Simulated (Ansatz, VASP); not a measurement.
# MnSi: VASP beside Ansatz

Aim: how closely do two programs agree when they are given the same cell, functional and k mesh?

Calculated with Ansatz 0.2.0; plane waves, with VASP 6.6.1 beside it; single point at PBE.

The database entry behind the starting cell differs from later determinations by our own check (0.1 to 0.3 % short, probably kX units), so it need not match the best structure at ambient conditions.

In doubt: warnings of the run leave room for a lower electronic state, so energies may not be the lowest and differences between runs may mislead.

## 1. The structure

The structure is cubic, space group P2_13 (No. 198). Conventional cell: a = 4.548 Å, b = 4.548 Å, c = 4.548 Å, α = 90.00°, β = 90.00°, γ = 90.00°. Mn has 7 Si at 2.30 to 2.53 Å nearest. Nearest to Si lie 7 Mn at 2.30 to 2.53 Å. Farther neighbours are not listed.

## 2. VASP: single point, PBE

With cell and atoms fixed, the geometry can't cause a difference; cores, projectors, grids and the points listed under the comparison can.

Lines of VASP's logs that name or quote its potential files are left out, and so is its time.

Contents of INCAR:

```
SYSTEM = MnSi
PREC = Normal
ENCUT = 350
EDIFF = 1E-06
NELM = 150
ISMEAR = -1
SIGMA = 0.15
LREAL = .FALSE.
ALGO = Normal
GGA = PE
NBANDS = 96
ISPIN = 2
MAGMOM = 3.5 -3.5 3.5 -3.5 3.5 -3.5 -3.5 3.5 0 0 0 0 0 0 0 0
LASPH = .TRUE.
LMAXMIX = 4
LORBIT = 11
LWAVE = .FALSE.
LCHARG = .FALSE.
KPAR = 4
AMIX = 0.2
BMIX = 1E-04
AMIX_MAG = 0.8
BMIX_MAG = 1E-04
```

Contents of POSCAR:

```
MnSi
1.0
    4.5480000000      0.0000000000      0.0000000000
    0.0000000000      4.5480000000      0.0000000000
    0.0000000000      0.0000000000      9.0960000000
Mn Si
8 8
Direct
    0.1380000000      0.1380000000      0.0690000000
    0.1380000000      0.1380000000      0.5690000000
    0.3620000000      0.8620000000      0.3190000000
    0.3620000000      0.8620000000      0.8190000000
    0.6380000000      0.3620000000      0.4310000000
    0.6380000000      0.3620000000      0.9310000000
    0.8620000000      0.6380000000      0.1810000000
    0.8620000000      0.6380000000      0.6810000000
    0.8460000000      0.8460000000      0.4230000000
    0.8460000000      0.8460000000      0.9230000000
    0.6540000000      0.1540000000      0.1730000000
    0.6540000000      0.1540000000      0.6730000000
    0.3460000000      0.6540000000      0.0770000000
    0.3460000000      0.6540000000      0.5770000000
    0.1540000000      0.3460000000      0.3270000000
    0.1540000000      0.3460000000      0.8270000000
```

Contents of KPOINTS:

```
Automatic mesh
0
Gamma
8 8 4
0 0 0
```

PAW data sets: Mn_pv and Si (PBE family, release 64).

The run is started by

```sh
$ mpirun -np 4 vasp_std
```

Numbers of over 12 decimals in the logs are rounded to 6 here.

Output:

```text
[banner, memory and clock lines left out]
running    4 mpi-ranks, on    1 nodes
 distrk:  each k-point on    1 cores,    4 groups
 distr:  one band on    1 cores,    1 groups

 POSCAR found type information on POSCAR MnSi
 POSCAR found :  2 types and      16 ions
 LDA part: xc-table for (Slater+PW92), standard interpolation
 POSCAR, INCAR and KPOINTS ok, starting setup
 FFT: planning ... GRIDC
 FFT: planning ... GRID_SOFT
 FFT: planning ... GRID
 WAVECAR not read
 entering main loop
       N       E                     dE             d eps       ncg     rms          rms(c)
DAV:   1     0.146824847755E+04    0.14682E+04   -0.55329E+04 37608   0.130E+03
DAV:   2     0.977197219730E+01   -0.14585E+04   -0.13697E+04 34560   0.430E+02
DAV:   3    -0.129180179541E+03   -0.13895E+03   -0.13127E+03 37400   0.146E+02
DAV:   4    -0.134326065576E+03   -0.51459E+01   -0.50659E+01 41368   0.272E+01
DAV:   5    -0.134424640731E+03   -0.98575E-01   -0.98360E-01 40384   0.411E+00    0.562E+01
DAV:   6    -0.122695171812E+03    0.11729E+02   -0.75627E+01 40808   0.461E+01    0.173E+01
DAV:   7    -0.122983426067E+03   -0.28825E+00   -0.65933E+00 40528   0.145E+01    0.151E+01
DAV:   8    -0.124385174697E+03   -0.14017E+01   -0.57005E+00 45672   0.153E+01    0.199E+01
DAV:   9    -0.122894975515E+03    0.14902E+01   -0.39676E+00 45400   0.128E+01    0.530E+00
DAV:  10    -0.122932022369E+03   -0.37047E-01   -0.72733E-01 38800   0.426E+00    0.190E+00
DAV:  11    -0.122950896521E+03   -0.18874E-01   -0.76985E-02 38672   0.127E+00    0.145E+00
DAV:  12    -0.122972019433E+03   -0.21123E-01   -0.83228E-02 45896   0.137E+00    0.112E+00
DAV:  13    -0.122986439537E+03   -0.14420E-01   -0.44513E-02 48416   0.807E-01    0.957E-01
DAV:  14    -0.122996944139E+03   -0.10505E-01   -0.21590E-02 49144   0.544E-01    0.872E-01
[...]
DAV:  22    -0.123066845676E+03    0.61274E-03   -0.88681E-03 47144   0.429E-01    0.207E-01
DAV:  23    -0.123067406885E+03   -0.56121E-03   -0.10354E-03 37696   0.166E-01    0.157E-01
DAV:  24    -0.123067813302E+03   -0.40642E-03   -0.12773E-03 46728   0.185E-01    0.833E-02
DAV:  25    -0.123067933555E+03   -0.12025E-03   -0.21770E-03 46880   0.219E-01    0.272E-02
DAV:  26    -0.123067973315E+03   -0.39760E-04   -0.15895E-04 36496   0.571E-02    0.172E-02
DAV:  27    -0.123067975865E+03   -0.25506E-05   -0.52217E-06 34776   0.111E-02    0.144E-02
DAV:  28    -0.123067980938E+03   -0.50730E-05   -0.30311E-05 40872   0.295E-02    0.462E-03
DAV:  29    -0.123067981597E+03   -0.65846E-06   -0.21025E-06 25240   0.602E-03
   1 F= -.12306798E+03 E0= -.12252067E+03  d E =-.109463E+01  mag=    -0.0000
```

OUTCAR, selected parts (step 2):

```text
ion  position               nearest neighbor table
   1  0.138  0.138  0.069-  10 2.30  13 2.40  11 2.40  16 2.40  15 2.53  13 2.53  11 2.53   7 2.79
                             7 2.79   4 2.79   3 2.79   6 2.79   6 2.79
   2  0.138  0.138  0.569-   9 2.30  14 2.40  12 2.40  15 2.40  16 2.53  14 2.53  12 2.53   8 2.79
                             8 2.79   4 2.79   3 2.79   5 2.79   5 2.79
   3  0.362  0.862  0.319-  11 2.30  15 2.40   9 2.40  13 2.40  14 2.53  15 2.53   9 2.53   5 2.79
                             5 2.79   2 2.79   1 2.79   7 2.79   7 2.79
   4  0.362  0.862  0.819-  12 2.30  16 2.40  10 2.40  14 2.40  13 2.53  16 2.53  10 2.53   6 2.79
                             6 2.79   2 2.79   1 2.79   8 2.79   8 2.79
   5  0.638  0.362  0.431-  14 2.30   9 2.40  15 2.40  12 2.40  11 2.53   9 2.53  15 2.53   3 2.79
                             3 2.79   8 2.79   7 2.79   2 2.79   2 2.79
   6  0.638  0.362  0.931-  13 2.30  10 2.40  16 2.40  11 2.40  12 2.53  10 2.53  16 2.53   4 2.79
                             4 2.79   8 2.79   7 2.79   1 2.79   1 2.79
   7  0.862  0.638  0.181-  15 2.30  11 2.40  13 2.40   9 2.40  10 2.53  11 2.53  13 2.53   1 2.79
                             1 2.79   6 2.79   5 2.79   3 2.79   3 2.79
   8  0.862  0.638  0.681-  16 2.30  12 2.40  14 2.40  10 2.40   9 2.53  12 2.53  14 2.53   2 2.79
                             2 2.79   6 2.79   5 2.79   4 2.79   4 2.79
   9  0.846  0.846  0.423-   2 2.30   5 2.40   3 2.40   7 2.40   8 2.53   5 2.53   3 2.53  14 2.81
                            14 2.81  11 2.81  12 2.81  15 2.81  15 2.81
  10  0.846  0.846  0.923-   1 2.30   6 2.40   4 2.40   8 2.40   7 2.53   6 2.53   4 2.53  13 2.81
                            13 2.81  11 2.81  12 2.81  16 2.81  16 2.81
  11  0.654  0.154  0.173-   3 2.30   7 2.40   1 2.40   6 2.40   5 2.53   7 2.53   1 2.53  15 2.81
                            15 2.81   9 2.81  10 2.81  13 2.81  13 2.81
  12  0.654  0.154  0.673-   4 2.30   8 2.40   2 2.40   5 2.40   6 2.53   8 2.53   2 2.53  16 2.81
                            16 2.81   9 2.81  10 2.81  14 2.81  14 2.81
  13  0.346  0.654  0.077-   6 2.30   1 2.40   7 2.40   3 2.40   4 2.53   1 2.53   7 2.53  10 2.81
                            10 2.81  15 2.81  16 2.81  11 2.81  11 2.81
  14  0.346  0.654  0.577-   5 2.30   2 2.40   8 2.40   4 2.40   3 2.53   2 2.53   8 2.53   9 2.81
                             9 2.81  15 2.81  16 2.81  12 2.81  12 2.81
  15  0.154  0.346  0.327-   7 2.30   3 2.40   5 2.40   2 2.40   1 2.53   3 2.53   5 2.53  11 2.81
                            11 2.81  13 2.81  14 2.81   9 2.81   9 2.81
  16  0.154  0.346  0.827-   8 2.30   4 2.40   6 2.40   1 2.40   2 2.53   4 2.53   6 2.53  12 2.81
                            12 2.81  13 2.81  14 2.81  10 2.81  10 2.81

  LATTYP: Found a simple tetragonal cell.
 ALAT       =     4.5480000000
 C/A-ratio  =     2.0000000000

 Subroutine GETGRP returns: Found  4 space group operations
 (whereof  1 operations were pure point group operations)

The static configuration has the point symmetry C_1 .
 The point group associated with its full space group is D_2 .

 Found     90 irreducible k-points:

   k-points           NKPTS =     90   k-points in BZ     NKDIM =     90   number of bands    NBANDS=     96

   dimension x,y,z NGX =    24 NGY =   24 NGZ =   42
   dimension x,y,z NGXF=    48 NGYF=   48 NGZF=   84

   ENCUT  =  350.0 eV  25.72 Ry    5.07 a.u.   6.94  6.94 13.88*2*pi/ulx,y,z

   NELECT =     136.0000    total number of electrons

 k-points in reciprocal lattice and weights: Automatic mesh
   0.00000000  0.00000000  0.00000000       0.004
   0.12500000  0.00000000  0.00000000       0.008
   0.00000000  0.12500000  0.00000000       0.008
   0.25000000  0.00000000  0.00000000       0.008
   0.00000000  0.25000000  0.00000000       0.008
   0.37500000  0.00000000  0.00000000       0.008
   0.00000000  0.37500000  0.00000000       0.008
   0.50000000  0.00000000  0.00000000       0.004
   0.00000000  0.50000000  0.00000000       0.004
[...]
11 -78.4549      12 -78.4549      13 -78.4549      14 -78.4549      15 -78.4648
      16 -78.4648

 E-fermi :  10.8568

 spin component 1
 k-point     1 :       0.0000    0.0000    0.0000
  band No.  band energies     occupation
    ...
     62      10.0001      0.99670
     63      10.0078      0.99653
     64      10.5016      0.91433
     65      10.6064      0.84144
     66      10.8179      0.56437
     67      10.9505      0.34874
     68      11.0644      0.20037
     69      11.0968      0.16799
     70      11.3579      0.03419
     71      11.4376      0.02038
    ...

 k-point     2 :       0.1250    0.0000    0.0000
  band No.  band energies     occupation
    ...
     62      10.0256      0.99609
     63      10.0464      0.99551
     64      10.4715      0.92879
     65      10.5197      0.90439
     66      10.7502      0.67046
     67      10.9285      0.38272
     68      11.0174      0.25521
     69      11.1160      0.15080
     70      11.2591      0.06402
     71      11.4320      0.02114
    ...

 k-point     3 :       0.0000    0.1250    0.0000
  band No.  band energies     occupation
    ...
     62      10.0355      0.99583
     63      10.0464      0.99552
     64      10.4439      0.94005
     65      10.5644      0.87533
     66      10.7414      0.68334
     67      10.8883      0.44772
     68      10.9946      0.28514
     69      11.1337      0.13634
     70      11.3628      0.03313
     71      11.4151      0.02361
    ...

 k-point     4 :       0.2500    0.0000    0.0000
  band No.  band energies     occupation
    ...
     63      10.1119      0.99308
     64      10.2727      0.98004
     65      10.3960      0.95572
     66      10.6319      0.81743
     67      10.7917      0.60674
     68      10.9119      0.40918
     69      10.9943      0.28554
     70      11.1903      0.09765
     71      11.3565      0.03451
     72      11.4606      0.01755
    ...

 k-point     5 :       0.0000    0.2500    0.0000
  band No.  band energies     occupation
    ...
     63      10.1291      0.99224
     64      10.2930      0.97721
     65      10.4726      0.92833
     66      10.5313      0.89752
     67      10.7277      0.70275
     68      10.8600      0.49460
     69      11.1504      0.12370
     70      11.2515      0.06715
     71      11.4047      0.02527
     72      11.5082      0.01283
    ...

 k-point     6 :       0.3750    0.0000    0.0000
  band No.  band energies     occupation
    ...
     63      10.1460      0.99133
     64      10.1666      0.99006
     65      10.2802      0.97904
     66      10.4700      0.92945
     67      10.5641      0.87554
     68      10.8657      0.48516
     69      10.9090      0.41388
     70      11.1178      0.14931
     71      11.2866      0.05389
     72      11.4127      0.02398
    ...

  Total       -6.0561688     -5.7177290     -6.5958041      0.0000000      0.0000000     -0.3603372
  in kB      -51.5723822    -48.6903377    -56.1677425      0.0000000      0.0000000     -3.0685156
  external PRESSURE =     -52.1434875 kB  Pullay stress =       0.0000000 kB

  energy-cutoff  :      350.00
  volume of cell :      188.14
      direct lattice vectors                 reciprocal lattice vectors
     4.548000000  0.000000000  0.000000000     0.219876869  0.000000000  0.000000000
     0.000000000  4.548000000  0.000000000     0.000000000  0.219876869  0.000000000
     0.000000000  0.000000000  9.096000000     0.000000000  0.000000000  0.109938434

 POSITION                                       TOTAL-FORCE (eV/Angst)
 -----------------------------------------------------------------------------------
      0.62762      0.62762      0.62762        -0.132823     -0.115025     -0.228311
      0.62762      0.62762      5.17562        -0.132823     -0.115025     -0.228311
      1.64638      3.92038      2.90162         0.086942      0.070872      0.010908
      1.64638      3.92038      7.44962         0.086942      0.070872      0.010908
      2.90162      1.64638      3.92038        -0.086942      0.070872     -0.010908
      2.90162      1.64638      8.46838        -0.086942      0.070872     -0.010908
      3.92038      2.90162      1.64638         0.132823     -0.115025      0.228311
      3.92038      2.90162      6.19438         0.132823     -0.115025      0.228311
      3.84761      3.84761      3.84761        -0.043767     -0.006295     -0.040897
      3.84761      3.84761      8.39561        -0.043767     -0.006295     -0.040897
      2.97439      0.70039      1.57361         0.086796      0.050448     -0.076780
      2.97439      0.70039      6.12161         0.086796      0.050448     -0.076780
      1.57361      2.97439      0.70039        -0.086796      0.050448      0.076780
      1.57361      2.97439      5.24839        -0.086796      0.050448      0.076780
      0.70039      1.57361      2.97439         0.043767     -0.006295      0.040897
      0.70039      1.57361      7.52239         0.043767     -0.006295      0.040897
 -----------------------------------------------------------------------------------
    total drift:                               -0.000007     -0.000006      0.000000

  FREE ENERGIE OF THE ION-ELECTRON SYSTEM (eV)
  ---------------------------------------------------
  free  energy   TOTEN  =      -123.0679815968 eV

  energy  without entropy=     -121.9733536492  energy(sigma->0) =     -122.52066762

 total charge
# of ion       s       p       d       tot
------------------------------------------
    1        0.327   6.370   5.273  11.970
    2        0.327   6.370   5.273  11.970
    3        0.327   6.372   5.266  11.965
    4        0.327   6.372   5.266  11.965
    5        0.327   6.372   5.266  11.965
    6        0.327   6.372   5.266  11.965
    7        0.327   6.370   5.273  11.970
    8        0.327   6.370   5.273  11.970
    9        0.742   0.892   0.000   1.634
   10        0.742   0.892   0.000   1.634
   11        0.742   0.892   0.000   1.634
   12        0.742   0.892   0.000   1.634
   13        0.742   0.892   0.000   1.634
   14        0.742   0.892   0.000   1.634
   15        0.742   0.892   0.000   1.634
   16        0.742   0.892   0.000   1.634
--------------------------------------------------
tot          8.553  58.103  42.155 108.811

 magnetization (x)
# of ion       s       p       d       tot
------------------------------------------
    1       -0.004  -0.007  -0.608  -0.619
    2        0.004   0.007   0.608   0.619
    3        0.005   0.008   1.003   1.016
    4       -0.005  -0.008  -1.003  -1.016
    5        0.005   0.008   1.003   1.016
    6       -0.005  -0.008  -1.003  -1.016
    7        0.004   0.007   0.608   0.619
    8       -0.004  -0.007  -0.608  -0.619
    9       -0.008  -0.023   0.000  -0.032
   10        0.008   0.023   0.000   0.032
   11       -0.002  -0.008   0.000  -0.010
   12        0.002   0.008   0.000   0.010
   13        0.002   0.008   0.000   0.010
   14       -0.002  -0.008   0.000  -0.010
   15       -0.008  -0.023   0.000  -0.032
   16        0.008   0.023   0.000   0.032
--------------------------------------------------
tot          0.000   0.000   0.000   0.000

[... 1 further part left out ...]
```

The magnetic state follows from one typed start and may not be the lowest.

(Continued in part 2 of 2.)

[Lines on the potential files, build, host, timing and source positions are cut from VASP's logs without a mark.]

[Logs are printed without paths, hosts, clocks, repeated set-up lines and the standing remarks that a program may print on its own settings, such as how far it seeks lower states.]

[Hosts, paths, dates, database ids (printed as entryN), source tags and the programs' standing remarks are cut or masked in the printed files.]
